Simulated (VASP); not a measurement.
A cell of Ru (hcp) near equilibrium:

```
CELL_PARAMETERS angstrom
      1.35352    -2.34437     0.00000
      1.35352     2.34437     0.00000
      0.00000     0.00000     4.26302
ATOMIC_POSITIONS crystal
  Ru 0.33333 0.66667 0.25000
  Ru 0.66667 0.33333 0.75000
```

Method: r2SCAN meta-GGA, VASP's PBE PAW potentials (set 64) (plane waves; VASP 6.6.1).

```tsv
run	ΔE (meV/atom)	σxx	σyy	σzz	largest shear component, with its sign (GPa)	largest force (eV/Å)
as it is	0.0	0.55	0.55	0.55	0.00	0.000
after one change	2.1	0.72	0.72	0.98	0.00	0.329
```
Stress is in GPa, positive when the cell is compressed.

Question: Name the change that produced these shifts.
A) uniaxial strain of +0.5 % along z
B) atom 1 (Ru) moved by -0.150 Å along y
C) atom 1 (Ru) moved by -0.025 Å along z
D) atom 1 (Ru) moved by 0.100 Å along x

Answer: C, atom 1 (Ru) moved by -0.025 Å along z

The compound is Ru in the hcp structure.
